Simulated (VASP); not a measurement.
# Ti (P6_3/mmc) in VASP: notebook, part 2 of 2

VASP 6.6.1.

## 3. Relaxation of shape and atoms at fixed volume, PBE+D3(BJ) (a relaxed cell with its volume scaled by 0.98)

INCAR reads:

```
PREC = Accurate
ENCUT = 600
EDIFF = 1E-7
ISMEAR = 1
SIGMA = 0.1
LREAL = False
LASPH = True
NELM = 80
ALGO = Normal
ISIF = 4
LWAVE = False
LCHARG = False
GGA = PE
IVDW = 12
IBRION = 2
NSW = 40
EDIFFG = -0.01
```

KPOINTS reads:

```
Automatic mesh
0
Gamma
  15 15 8
```

POSCAR reads:

```
Ti                                      
1.0
    2.8671381119      0.0000000000      0.0000000000
   -1.4335690559      2.4830144411      0.0000000000
   -0.0000000000     -0.0000000000      4.5302134462
  Ti            
     2
Direct
     0.3333333332999970    0.6666666667000030    0.2500000000000000
     0.6666666667000030    0.3333333332999970    0.7500000000000000
```

Potentials or basis: VASP PAW PBE potentials, release 64 (Ti_sv).

On the command line:

```bash
$ cat potpaw_PBE.64/Ti_sv/POTCAR > POTCAR
$ mpirun -np 1 vasp_std > vasp.out
```

OUTCAR:

```text
PREC = Accurate
   ENCUT = 600
   EDIFF = 1E-7
   ISMEAR = 1
   LREAL = False
   LASPH = True
   NELM = 80
   ISIF = 4
   GGA = PE
   IVDW = 12
   IBRION = 2
   NSW = 40
   EDIFFG = -0.01
 IVDW          = 12

 ion  position               nearest neighbor table
   1  0.333  0.667  0.250-   2 2.81   2 2.81   2 2.81   2 2.81   2 2.81   2 2.81
   2  0.667  0.333  0.750-   1 2.81   1 2.81   1 2.81   1 2.81   1 2.81   1 2.81

  LATTYP: Found a hexagonal cell.
 ALAT       =     2.8671381119
 C/A-ratio  =     1.5800471653

  Lattice vectors:

 A1 = (   2.8671381119,   0.0000000000,   0.0000000000)
 A2 = (  -1.4335690559,   2.4830144411,   0.0000000000)
 A3 = (   0.0000000000,   0.0000000000,   4.5302134462)

Analysis of symmetry for initial positions (statically):
=====================================================================
 Subroutine PRICEL returns:
 Original cell was already a primitive cell.

 Routine SETGRP: Setting up the symmetry group for a
 hexagonal supercell.

 Subroutine GETGRP returns: Found 24 space group operations
[... 169 lines left out ...]

 E-fermi :   9.1643     XC(G=0): -11.8519

 val. band max:        9.1605586300   @ k =   0.0000   0.0000   0.3750
 cond. band min:       9.1811369661   @ k =   0.2667   0.2000   0.3750
 fundamental gap:      0.0205783361
 Fermi energy:         9.1642632456

 k-point     1 :       0.0000    0.0000    0.0000
  band No.  band energies     occupation
      1     -47.5987      2.00000
      2     -47.4129      2.00000
      3     -24.2849      2.00000
      4     -23.4720      2.00000
      5     -23.4720      2.00000
      6     -23.3835      2.00000
[... 433 lines left out ...]
      3     -24.0099      2.00000
      4     -23.8553      2.00000
      5     -23.8335      2.00000
      6     -23.7583      2.00000
[... 8 lines left out ...]
     15      10.6079     -0.00000
     16      12.4724      0.00000

 [... further k-points ...]

------------------------ aborting loop because EDIFF is reached ----------------------------------------

 Edisp (eV)   -1.30020

 E8    (eV) :    -0.6177

  FORCE on cell =-STRESS in cart. coord.  units (eV):
  Direction    XX          YY          ZZ          XY          YZ          ZX
  --------------------------------------------------------------------------------------
  -------------------------------------------------------------------------------------
  Total       0.50401     0.50401     0.49548     0.00000     0.00000    -0.00000
  in kB      25.03823    25.03823    24.61453     0.00000     0.00000    -0.00000
  external pressure =       24.90 kB  Pullay stress =        0.00 kB

 VOLUME and BASIS-vectors are now :
 -----------------------------------------------------------------------------
  energy-cutoff  :      600.00
  volume of cell :       32.25
      direct lattice vectors                 reciprocal lattice vectors
     2.867138112  0.000000000  0.000000000     0.348779850  0.201368140  0.000000000
    -1.433569056  2.483014441  0.000000000     0.000000000  0.402736280  0.000000000
     0.000000000  0.000000000  4.530213446     0.000000000  0.000000000  0.220740151

 POSITION                                       TOTAL-FORCE (eV/Angst)
 -----------------------------------------------------------------------------------
     -0.00000      1.65534      1.13255         0.000000      0.000000      0.000000
      1.43357      0.82767      3.39766        -0.000000     -0.000000      0.000000
 -----------------------------------------------------------------------------------
    total drift:                               -0.000000      0.000000     -0.000000

  FREE ENERGIE OF THE ION-ELECTRON SYSTEM (eV)
  ---------------------------------------------------
  free  energy   TOTEN  =       -16.9038492706 eV

  energy  without entropy=      -16.9041199681  energy(sigma->0) =      -16.90393950

 reached required accuracy - stopping structural energy minimisation
```

OSZICAR:

```text
N       E                     dE             d eps       ncg     rms          rms(c)
DAV:   1     0.259814749551E+03    0.25981E+03   -0.14563E+04  4320   0.208E+03
DAV:   2     0.117097083204E+02   -0.24811E+03   -0.24658E+03  4448   0.519E+02
DAV:   3    -0.162371035996E+02   -0.27947E+02   -0.27751E+02  8504   0.141E+02
DAV:   4    -0.173730340410E+02   -0.11359E+01   -0.11359E+01  4520   0.303E+01
DAV:   5    -0.174354505077E+02   -0.62416E-01   -0.62416E-01  7008   0.480E+00    0.128E+01
DAV:   6    -0.155868581789E+02    0.18486E+01   -0.66809E+00  5088   0.313E+01    0.349E+00
DAV:   7    -0.155771489949E+02    0.97092E-02   -0.82346E-01  6528   0.813E+00    0.211E+00
DAV:   8    -0.156133698840E+02   -0.36221E-01   -0.24884E-01  5040   0.655E+00    0.769E-01
DAV:   9    -0.156033432714E+02    0.10027E-01   -0.56281E-02  5208   0.287E+00    0.764E-02
DAV:  10    -0.156036510400E+02   -0.30777E-03   -0.30677E-03  6792   0.477E-01    0.912E-02
DAV:  11    -0.156036582352E+02   -0.71952E-05   -0.21532E-04  5712   0.153E-01    0.306E-02
DAV:  12    -0.156036460614E+02    0.12174E-04   -0.34906E-05  5504   0.577E-02    0.882E-04
DAV:  13    -0.156036478751E+02   -0.18137E-05   -0.90202E-07  5512   0.902E-03    0.111E-03
DAV:  14    -0.156036489393E+02   -0.10642E-05   -0.17575E-07  3696   0.326E-03    0.647E-05
DAV:  15    -0.156036489803E+02   -0.41056E-07   -0.25068E-08  2744   0.158E-03
   1 F= -.16903849E+02 E0= -.16903940E+02  d E =-.169038E+02
```

CONTCAR:

```text
Ti
   1.00000000000000
     2.8671381119000001    0.0000000000000000    0.0000000000000000
    -1.4335690559000001    2.4830144410999999    0.0000000000000000
     0.0000000000000000    0.0000000000000000    4.5302134462000003
  Ti
     2
Direct
     0.3333333332999970    0.6666666667000030    0.2500000000000000
     0.6666666667000030    0.3333333332999970    0.7500000000000000

  0.00000000E+00  0.00000000E+00  0.00000000E+00
  0.00000000E+00  0.00000000E+00  0.00000000E+00
```

Run time: 54 s. Hardware: 1 thread of Intel Xeon Platinum 8488C (Sapphire Rapids), shared host; peak memory 0.21 GiB.

What came out:

* Free energy: -16.9038 eV
* Pressure after relaxing: 2.5 GPa
* Band gap on the k mesh: none (metal or under the smearing width)
* Dispersion energy per atom: -0.650 eV

Final structure:
```
Ti
1.0
     2.86714    0.00000    0.00000
    -1.43357    2.48301    0.00000
     0.00000    0.00000    4.53021
Ti
2
Direct
  0.33333 0.66667 0.25000
  0.66667 0.33333 0.75000
```

Levels at points of the mesh, in eV from the Fermi level:
| k point | band 9 | band 10 | band 11 | band 12 | band 13 | band 14 | band 15 | band 16 |
| --- | --- | --- | --- | --- | --- | --- | --- | --- |
| (0.00, 0.00, 0.00) | -6.40 | -2.90 | 0.79 | 0.79 | 0.94 | 1.00 | 1.35 | 1.35 |
| (0.00, 0.00, 0.50) | -4.43 | -4.43 | 0.07 | 0.07 | 0.69 | 0.69 | 0.69 | 0.69 |

Caveat: the relaxation stopped at its first step, so nothing moved; pairwise dispersion overbinds metals, which lowers pressure and volume.

## 4. Relaxation of shape and atoms at fixed volume, PBE+D3(BJ)

INCAR is that of step 3.

KPOINTS is that of step 3.

POSCAR reads:

```
Ti                                      
1.0
    2.8865112544      0.0000000000      0.0000000000
   -1.4432556271      2.4997920746      0.0000000000
   -0.0000000000     -0.0000000000      4.5608239251
  Ti            
     2
Direct
     0.3333333332999970    0.6666666667000030    0.2500000000000000
     0.6666666667000030    0.3333333332999970    0.7500000000000000
```

Potentials or basis: VASP PAW PBE potentials, release 64 (Ti_sv).

On the command line:

```bash
$ cat potpaw_PBE.64/Ti_sv/POTCAR > POTCAR
$ mpirun -np 1 vasp_std > vasp.out
```

OUTCAR:

```text
PREC = Accurate
   ENCUT = 600
   EDIFF = 1E-7
   ISMEAR = 1
   LREAL = False
   LASPH = True
   NELM = 80
   ISIF = 4
   GGA = PE
   IVDW = 12
   IBRION = 2
   NSW = 40
   EDIFFG = -0.01
 IVDW          = 12

 ion  position               nearest neighbor table
   1  0.333  0.667  0.250-   2 2.82   2 2.82   2 2.82   2 2.82   2 2.82   2 2.82
   2  0.667  0.333  0.750-   1 2.82   1 2.82   1 2.82   1 2.82   1 2.82   1 2.82

  LATTYP: Found a hexagonal cell.
 ALAT       =     2.8865112544
 C/A-ratio  =     1.5800471653

  Lattice vectors:

 A1 = (   2.8865112544,   0.0000000000,   0.0000000000)
 A2 = (  -1.4432556271,   2.4997920746,   0.0000000000)
 A3 = (   0.0000000000,   0.0000000000,   4.5608239251)

Analysis of symmetry for initial positions (statically):
=====================================================================
 Subroutine PRICEL returns:
 Original cell was already a primitive cell.

 Routine SETGRP: Setting up the symmetry group for a
 hexagonal supercell.

 Subroutine GETGRP returns: Found 24 space group operations
[... 169 lines left out ...]

 E-fermi :   8.9356     XC(G=0): -11.7546

 val. band max:        8.9249852431   @ k =   0.0000   0.0000   0.3750
 cond. band min:       8.9365139902   @ k =   0.0667   0.0000   0.2500
 fundamental gap:      0.0115287471
 Fermi energy:         8.9356493075

 k-point     1 :       0.0000    0.0000    0.0000
  band No.  band energies     occupation
      1     -47.8558      2.00000
      2     -47.6843      2.00000
      3     -24.5155      2.00000
      4     -23.7502      2.00000
      5     -23.7502      2.00000
      6     -23.6700      2.00000
[... 433 lines left out ...]
      3     -24.2533      2.00000
      4     -24.1088      2.00000
      5     -24.0926      2.00000
      6     -24.0182      2.00000
[... 8 lines left out ...]
     15      10.3491     -0.00000
     16      12.1664      0.00000

 [... further k-points ...]

------------------------ aborting loop because EDIFF is reached ----------------------------------------

 Edisp (eV)   -1.27307

 E8    (eV) :    -0.6046

  FORCE on cell =-STRESS in cart. coord.  units (eV):
  Direction    XX          YY          ZZ          XY          YZ          ZX
  --------------------------------------------------------------------------------------
  -------------------------------------------------------------------------------------
  Total       0.00001     0.00001    -0.00783     0.00000     0.00000     0.00000
  in kB       0.00040     0.00040    -0.38123     0.00000     0.00000     0.00000
  external pressure =       -0.13 kB  Pullay stress =        0.00 kB

 VOLUME and BASIS-vectors are now :
 -----------------------------------------------------------------------------
  energy-cutoff  :      600.00
  volume of cell :       32.91
      direct lattice vectors                 reciprocal lattice vectors
     2.886511254  0.000000000  0.000000000     0.346438975  0.200016635  0.000000000
    -1.443255627  2.499792075  0.000000000     0.000000000  0.400033271  0.000000000
     0.000000000  0.000000000  4.560823925     0.000000000  0.000000000  0.219258629

 POSITION                                       TOTAL-FORCE (eV/Angst)
 -----------------------------------------------------------------------------------
     -0.00000      1.66653      1.14021         0.000000      0.000000      0.000000
      1.44326      0.83326      3.42062        -0.000000     -0.000000      0.000000
 -----------------------------------------------------------------------------------
    total drift:                                0.000000     -0.000000      0.000000

  FREE ENERGIE OF THE ION-ELECTRON SYSTEM (eV)
  ---------------------------------------------------
  free  energy   TOTEN  =       -16.9091390890 eV

  energy  without entropy=      -16.9093133610  energy(sigma->0) =      -16.90919718

 reached required accuracy - stopping structural energy minimisation
```

OSZICAR:

```text
N       E                     dE             d eps       ncg     rms          rms(c)
DAV:   1     0.258364109205E+03    0.25836E+03   -0.14705E+04  4320   0.207E+03
DAV:   2     0.119602304215E+02   -0.24640E+03   -0.24488E+03  4424   0.516E+02
DAV:   3    -0.163302145634E+02   -0.28290E+02   -0.28086E+02  8488   0.142E+02
DAV:   4    -0.174753022582E+02   -0.11451E+01   -0.11450E+01  4528   0.305E+01
DAV:   5    -0.175382651885E+02   -0.62963E-01   -0.62963E-01  7064   0.488E+00    0.125E+01
DAV:   6    -0.156231309918E+02    0.19151E+01   -0.70092E+00  5096   0.317E+01    0.334E+00
DAV:   7    -0.156117206041E+02    0.11410E-01   -0.81826E-01  6520   0.802E+00    0.209E+00
DAV:   8    -0.156457319592E+02   -0.34011E-01   -0.24230E-01  5048   0.648E+00    0.754E-01
DAV:   9    -0.156357824229E+02    0.99495E-02   -0.56445E-02  5200   0.283E+00    0.733E-02
DAV:  10    -0.156360614523E+02   -0.27903E-03   -0.28558E-03  6800   0.454E-01    0.908E-02
DAV:  11    -0.156360828185E+02   -0.21366E-04   -0.21431E-04  5512   0.146E-01    0.294E-02
DAV:  12    -0.156360705259E+02    0.12293E-04   -0.35335E-05  5608   0.560E-02    0.213E-03
DAV:  13    -0.156360725565E+02   -0.20306E-05   -0.73614E-07  5416   0.842E-03    0.827E-04
DAV:  14    -0.156360735193E+02   -0.96282E-06   -0.13587E-07  3552   0.308E-03    0.228E-04
DAV:  15    -0.156360736112E+02   -0.91817E-07   -0.25025E-08  2688   0.152E-03
   1 F= -.16909139E+02 E0= -.16909197E+02  d E =-.169091E+02
```

CONTCAR:

```text
Ti
   1.00000000000000
     2.8865112543999998    0.0000000000000000    0.0000000000000000
    -1.4432556271000001    2.4997920746000002    0.0000000000000000
     0.0000000000000000    0.0000000000000000    4.5608239251000002
  Ti
     2
Direct
     0.3333333332999970    0.6666666667000030    0.2500000000000000
     0.6666666667000030    0.3333333332999970    0.7500000000000000

  0.00000000E+00  0.00000000E+00  0.00000000E+00
  0.00000000E+00  0.00000000E+00  0.00000000E+00
```

Run time: 69 s. Hardware: 1 thread of Intel Xeon Platinum 8488C (Sapphire Rapids), shared host; peak memory 0.21 GiB.

Results:

```
Free energy                : -16.9091 eV
Pressure after relaxing    : 0.0 GPa
Band gap on the k mesh     : none (metal or under the smearing width)
Dispersion energy per atom : -0.637 eV
```

Final structure:
```
CELL_PARAMETERS angstrom
2.88651 0.00000 0.00000
-1.44326 2.49979 0.00000
0.00000 0.00000 4.56082
ATOMIC_POSITIONS crystal
Ti 0.33333 0.66667 0.25000
Ti 0.66667 0.33333 0.75000
```

Caveat: the relaxation stopped at its first step, so nothing moved; pairwise dispersion overbinds metals, which lowers pressure and volume.

## 5. The runs side by side

```csv
cell,gap on the mesh (eV),pressure (GPa)
atoms relaxed at fixed volume from: a relaxed cell with its volume scaled by 0.96,none,5.2
atoms relaxed at fixed volume from: a relaxed cell with its volume scaled by 0.98,none,2.5
atoms relaxed at fixed volume,none,0.0
```

Alike in all rows: task relaxation of shape and atoms at fixed volume; level PBE+D3(BJ); potentials or basis VASP PAW PBE potentials, release 64 (Ti_sv); no spin polarisation; k mesh 15 × 15 × 8; cutoff (eV) 600; smearing methfessel-paxton 0.1 eV.

Caveats: the relaxation stopped at its first step, so nothing moved; pairwise dispersion overbinds metals, which lowers pressure and volume.

Total energies depend on the potentials used, so only differences within one code and one set of settings carry meaning.
